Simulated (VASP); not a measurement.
Shape and ions are relaxed at each volume.

Energy against volume of In (bct). Level of theory: PBE GGA with D4 dispersion, VASP's PBE PAW potentials (set 64) (plane waves; VASP).

```csv
V (Å³/atom),E (eV/atom)
24.439,-2.89559
25.219,-2.90700
25.999,-2.91079
26.779,-2.90832
27.559,-2.90071
```

Question: Fit a third-order Birch-Murnaghan equation of state.

Answer: 
```
Property                                        Result
---------------------------------------  -------------
volume per atom                          26.06 Å³/atom
bulk modulus                                  42.2 GPa
pressure derivative of the bulk modulus           5.63
```

Measured: bulk modulus 44.7 GPa at 0 K (computed value off by -5.6 %), as given by K. Lejaeghere et al., Critical reviews in solid state and materials sciences/CRC critical reviews in solid state and materials sciences (2013), arXiv:1204.2733 [extrapolated to 0 K and zero-point effects removed (source: thermally corrected experimental values)].

The compound is In in the bct structure. It was relaxed first.
